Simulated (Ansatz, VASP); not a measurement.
**Two plane-wave programs on SnCl**

```xyz
4
Lattice="4.3319 0.0000 0.0000 0.0000 4.3319 0.0000 0.0000 0.0000 7.9823" Properties=species:S:1:pos:R:3 pbc="T T T"
Sn    2.1660    0.0000   -0.2608
Sn    0.0000    2.1660    8.2430
Cl    2.1660    0.0000    5.3431
Cl    0.0000    2.1660    2.6392
```

Alike in both runs: functional PBE; k mesh 4 × 4 × 4; occupations gaussian, width 0.1 eV; no spin polarisation.

Ansatz relaxed the structure, and its values are those at the end. VASP's run is a single point on that final structure, the one shown.

```csv
,VASP,Ansatz
version,VASP 6.6.1,Ansatz 0.2.0
potentials or method,"VASP PAW PBE potentials, release 64 (Sn_d, Cl)","scalar-relativistic, plane waves, PAW"
plane-wave cutoff (eV),520,420
valence electrons in the cell,42,42
```

|  | VASP | Ansatz | Ansatz less VASP |
| --- | --- | --- | --- |
| gap on the k mesh at the Fermi level (eV) | none | none | - |
| pressure (GPa) | 0.0 | 0.1 | +0.09 |
| rms of the force components (eV/Å) | 0.011 | 0.004 | -0.0075 |

A gap of «none» marks a metal or a gap that the smearing closes.

Caveats: the k mesh is coarse (spacing up to 0.36 Å⁻¹), so the values aren't converged.
